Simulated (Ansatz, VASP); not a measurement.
# KCdF3: VASP beside Ansatz, part 2 of 3

Aim: how closely do two programs agree when they are given the same cell, functional and k mesh? The cell is taken from a series of runs on this material, whose earlier steps may have relaxed, scaled, displaced or heated it; both programs get it as it stands.

VASP 6.6.1 and Ansatz 0.2.0.

So far: Set-up; VASP: zone-centre phonons, LDA.

## Step 2: VASP: zone-centre phonons, LDA (continued)

Level of this step: LDA; plane waves and PAW (K_sv, Cd, F) (VASP).

From OUTCAR (step 2):

```text
ion  position               nearest neighbor table
   1  0.000  0.000  0.000-   2 3.72   2 3.72   2 3.72   2 3.72   2 3.72   2 3.72   2 3.72   2 3.72

  LATTYP: Found a simple cubic cell.
 ALAT       =     4.2920145510

 Subroutine GETGRP returns: Found 48 space group operations
 (whereof 48 operations were pure point group operations)

The static configuration has the point symmetry O_h .

 Found     10 irreducible k-points:

   k-points           NKPTS =     10   k-points in BZ     NKDIM =     10   number of bands    NBANDS=     27

   dimension x,y,z NGX =    36 NGY =   36 NGZ =   36
   dimension x,y,z NGXF=    72 NGYF=   72 NGZF=   72

   ENCUT  =  600.0 eV  44.10 Ry    6.64 a.u.   8.57  8.57  8.57*2*pi/ulx,y,z

   NELECT =      42.0000    total number of electrons

 k-points in reciprocal lattice and weights: Automatic mesh
   0.00000000  0.00000000  0.00000000       0.016
   0.25000000  0.00000000  0.00000000       0.094
   0.50000000  0.00000000  0.00000000       0.047
   0.25000000  0.25000000  0.00000000       0.188
   0.50000000  0.25000000  0.00000000       0.188
   0.50000000  0.50000000  0.00000000       0.047
   0.25000000  0.25000000  0.25000000       0.125
   0.50000000  0.25000000  0.25000000       0.188
   0.50000000  0.50000000  0.25000000       0.094
   0.50000000  0.50000000  0.50000000       0.016

 average (electrostatic) potential at core
       1 -35.6223       2 -40.1695       3 -78.3609       4 -78.3609       5 -78.3609

  Total        0.6946881      0.6946881      0.6946881     -0.0000000     -0.0000000     -0.0000000
  in kB       14.0772204     14.0772204     14.0772204     -0.0000000     -0.0000000     -0.0000000
  external PRESSURE =      14.0772204 kB  Pullay stress =       0.0000000 kB

  energy-cutoff  :      600.00
  volume of cell :       79.06
      direct lattice vectors                 reciprocal lattice vectors
     4.292014551  0.000000000  0.000000000     0.232990822  0.000000000  0.000000000
     0.000000000  4.292014551  0.000000000     0.000000000  0.232990822  0.000000000
     0.000000000  0.000000000  4.292014551     0.000000000  0.000000000  0.232990822

 POSITION                                       TOTAL-FORCE (eV/Angst)
 -----------------------------------------------------------------------------------
      0.00000      0.00000      0.00000         0.000000      0.000000      0.000000
      2.14601      2.14601      2.14601         0.000000      0.000000      0.000000
      0.00000      2.14601      2.14601         0.000000      0.000000      0.000000
      2.14601      0.00000      2.14601         0.000000      0.000000      0.000000
      2.14601      2.14601      0.00000         0.000000      0.000000      0.000000
 -----------------------------------------------------------------------------------
    total drift:                                0.000000      0.000000      0.000000

 MACROSCOPIC STATIC DIELECTRIC TENSOR (including local field effects in DFT)
 ------------------------------------------------------
           2.395332     0.000000     0.000000
          -0.000000     2.395332     0.000000
[...]
2    -0.00000    -1.70306     0.00000
    3     0.00000    -0.00000    -0.88025
 ion    5
    1    -0.88025     0.00000     0.00000
    2     0.00000    -0.88025     0.00000
    3     0.00000     0.00000    -1.70306

 Eigenvectors and eigenvalues of the dynamical matrix
 ----------------------------------------------------

   1 f  =   15.112843 THz    94.956793 2PiTHz  504.110178 cm-1    62.501668 meV
             X         Y         Z           dx          dy          dz
      0.000000  0.000000  0.000000    -0.005938   -0.000007    0.000000
      2.146007  2.146007  2.146007    -0.328954   -0.000392    0.000000
      0.000000  2.146007  2.146007     0.939732   -0.000078   -0.000000
      2.146007  0.000000  2.146007    -0.065786    0.001119   -0.000000
      2.146007  2.146007  0.000000    -0.065786   -0.000078   -0.000000

   2 f  =   15.112843 THz    94.956793 2PiTHz  504.110178 cm-1    62.501668 meV
             X         Y         Z           dx          dy          dz
      0.000000  0.000000  0.000000     0.000007   -0.005938   -0.000000
      2.146007  2.146007  2.146007     0.000392   -0.328954    0.000000
      0.000000  2.146007  2.146007    -0.001119   -0.065786    0.000000
      2.146007  0.000000  2.146007     0.000078    0.939732   -0.000000
      2.146007  2.146007  0.000000     0.000078   -0.065786    0.000000

   3 f  =   15.112843 THz    94.956793 2PiTHz  504.110178 cm-1    62.501668 meV
             X         Y         Z           dx          dy          dz
      0.000000  0.000000  0.000000    -0.000000    0.000000   -0.005938
      2.146007  2.146007  2.146007    -0.000000    0.000000   -0.328954
      0.000000  2.146007  2.146007     0.000000    0.000000   -0.065786
      2.146007  0.000000  2.146007    -0.000000   -0.000000   -0.065786
      2.146007  2.146007  0.000000    -0.000000    0.000000    0.939733

   4 f  =    3.326185 THz    20.899039 2PiTHz  110.949599 cm-1    13.755991 meV
             X         Y         Z           dx          dy          dz
      0.000000  0.000000  0.000000    -0.552505   -0.028573    0.000025
      2.146007  2.146007  2.146007     0.594372    0.030738   -0.000027
      0.000000  2.146007  2.146007     0.148860   -0.020577    0.000018
      2.146007  0.000000  2.146007    -0.397890    0.007698    0.000018
      2.146007  2.146007  0.000000    -0.397890   -0.020577   -0.000007

   5 f  =    3.326185 THz    20.899039 2PiTHz  110.949599 cm-1    13.755991 meV
             X         Y         Z           dx          dy          dz
      0.000000  0.000000  0.000000     0.028569   -0.552439   -0.008567
      2.146007  2.146007  2.146007    -0.030734    0.594301    0.009216
      0.000000  2.146007  2.146007    -0.007697   -0.397842   -0.006170
      2.146007  0.000000  2.146007     0.020574    0.148843   -0.006170
      2.146007  2.146007  0.000000     0.020574   -0.397842    0.002308

   6 f  =    3.326185 THz    20.899039 2PiTHz  110.949599 cm-1    13.755991 meV
             X         Y         Z           dx          dy          dz
      0.000000  0.000000  0.000000     0.000468   -0.008554    0.553177
      2.146007  2.146007  2.146007    -0.000503    0.009202   -0.595095
      0.000000  2.146007  2.146007    -0.000126   -0.006160    0.398374
      2.146007  0.000000  2.146007     0.000337    0.002305    0.398374
      2.146007  2.146007  0.000000     0.000337   -0.006160   -0.149042

   7 f  =    0.040871 THz     0.256798 2PiTHz    1.363301 cm-1     0.169028 meV
             X         Y         Z           dx          dy          dz
      0.000000  0.000000  0.000000     0.448183    0.037107    0.001381
      2.146007  2.146007  2.146007     0.730677    0.060496    0.002251
      0.000000  2.146007  2.146007     0.299288    0.024057    0.000895
      2.146007  0.000000  2.146007     0.290562    0.024779    0.000895
      2.146007  2.146007  0.000000     0.290562    0.024057    0.000922

   8 f  =    0.040871 THz     0.256798 2PiTHz    1.363301 cm-1     0.169028 meV
             X         Y         Z           dx          dy          dz
      0.000000  0.000000  0.000000     0.036237   -0.440719    0.081856
      2.146007  2.146007  2.146007     0.059077   -0.718509    0.133450
      0.000000  2.146007  2.146007     0.024198   -0.285723    0.053068
      2.146007  0.000000  2.146007     0.023493   -0.294304    0.053068
      2.146007  2.146007  0.000000     0.023493   -0.285723    0.054662

   9 f  =    0.040871 THz     0.256798 2PiTHz    1.363301 cm-1     0.169028 meV
             X         Y         Z           dx          dy          dz
      0.000000  0.000000  0.000000     0.008107   -0.081465   -0.442204
      2.146007  2.146007  2.146007     0.013217   -0.132813   -0.720930
      0.000000  2.146007  2.146007     0.005414   -0.052814   -0.286686
      2.146007  0.000000  2.146007     0.005256   -0.054401   -0.286686
      2.146007  2.146007  0.000000     0.005256   -0.052814   -0.295295

  10 f/i=    1.870405 THz    11.752099 2PiTHz   62.389984 cm-1     7.735369 meV
             X         Y         Z           dx          dy          dz
      0.000000  0.000000  0.000000    -0.119681    0.690864   -0.004843
      2.146007  2.146007  2.146007     0.000586   -0.003381    0.000024
      0.000000  2.146007  2.146007     0.011444   -0.494545    0.003467
      2.146007  0.000000  2.146007     0.085672   -0.066060    0.003467
      2.146007  2.146007  0.000000     0.085672   -0.494545    0.000463

  11 f/i=    1.870405 THz    11.752099 2PiTHz   62.389984 cm-1     7.735369 meV
             X         Y         Z           dx          dy          dz
      0.000000  0.000000  0.000000     0.690562    0.119474   -0.022132
      2.146007  2.146007  2.146007    -0.003380   -0.000585    0.000108
      0.000000  2.146007  2.146007    -0.066031   -0.085524    0.015843
      2.146007  0.000000  2.146007    -0.494329   -0.011424    0.015843
      2.146007  2.146007  0.000000    -0.494329   -0.085524    0.002116

  12 f/i=    1.870405 THz    11.752099 2PiTHz   62.389984 cm-1     7.735369 meV
             X         Y         Z           dx          dy          dz
      0.000000  0.000000  0.000000     0.020982    0.008547    0.700804
      2.146007  2.146007  2.146007    -0.000103   -0.000042   -0.003430
      0.000000  2.146007  2.146007    -0.002006   -0.006118   -0.501661
      2.146007  0.000000  2.146007    -0.015019   -0.000817   -0.501661
      2.146007  2.146007  0.000000    -0.015019   -0.006118   -0.067010

  13 f/i=    2.030055 THz    12.755209 2PiTHz   67.715333 cm-1     8.395627 meV
             X         Y         Z           dx          dy          dz
      0.000000  0.000000  0.000000    -0.000000    0.000000   -0.000000
      2.146007  2.146007  2.146007    -0.000000   -0.000000   -0.000000
      0.000000  2.146007  2.146007    -0.000000    0.110837    0.513609
      2.146007  0.000000  2.146007    -0.473203   -0.000000   -0.513609
      2.146007  2.146007  0.000000     0.473203   -0.110837    0.000000

  14 f/i=    2.030055 THz    12.755209 2PiTHz   67.715333 cm-1     8.395627 meV
             X         Y         Z           dx          dy          dz
      0.000000  0.000000  0.000000     0.000000    0.000000    0.000000
      2.146007  2.146007  2.146007     0.000000    0.000000    0.000000
      0.000000  2.146007  2.146007    -0.000000   -0.072592    0.485003
      2.146007  0.000000  2.146007     0.509414    0.000000   -0.485003
      2.146007  2.146007  0.000000    -0.509414    0.072592   -0.000000

  15 f/i=    2.030055 THz    12.755209 2PiTHz   67.715333 cm-1     8.395627 meV
             X         Y         Z           dx          dy          dz
      0.000000  0.000000  0.000000    -0.000000   -0.000000   -0.000000
      2.146007  2.146007  2.146007     0.000000    0.000000    0.000000
      0.000000  2.146007  2.146007     0.000000   -0.694583    0.031270
      2.146007  0.000000  2.146007    -0.128750    0.000000   -0.031270
      2.146007  2.146007  0.000000     0.128750    0.694583    0.000000

 MACROSCOPIC STATIC DIELECTRIC TENSOR IONIC CONTRIBUTION
 ------------------------------------------------------
           0.781818     0.000000     0.000000
           0.000000     0.781818    -0.000000
           0.000000    -0.000000     0.781818
 ------------------------------------------------------

 ELASTIC MODULI CONTR FROM IONIC RELAXATION (kBar)
 Direction    XX          YY          ZZ          XY          YZ          ZX
 --------------------------------------------------------------------------------
 XX           0.0000      0.0000      0.0000      0.0000      0.0000      0.0000
 YY           0.0000      0.0000      0.0000      0.0000      0.0000      0.0000
 ZZ           0.0000      0.0000      0.0000      0.0000      0.0000      0.0000
 XY           0.0000      0.0000      0.0000      0.0000      0.0000      0.0000
 YZ           0.0000      0.0000      0.0000      0.0000      0.0000      0.0000
 ZX           0.0000      0.0000      0.0000      0.0000      0.0000      0.0000
 --------------------------------------------------------------------------------

 PIEZOELECTRIC TENSOR IONIC CONTR  for field in x, y, z        (C/m^2)
          XX          YY          ZZ          XY          YZ          ZX
  --------------------------------------------------------------------------------
  x     0.00000     0.00000     0.00000     0.00000     0.00000     0.00000
  y     0.00000     0.00000     0.00000     0.00000     0.00000     0.00000
  z     0.00000     0.00000     0.00000     0.00000     0.00000     0.00000
```

With imaginary modes the cell is no minimum, so the ionic parts of its dielectric, piezoelectric and elastic tensors have no meaning.

(Continued in part 3 of 3.)

[Lines on the potential files, build, host, timing and source positions are cut from VASP's logs without a mark.]

[Logs are printed without paths, hosts, clocks, repeated set-up lines and the standing remarks that a program may print on its own settings, such as how far it seeks lower states.]

[Hosts, paths, dates, database ids (printed as entryN), source tags and the programs' standing remarks are cut or masked in the printed files.]
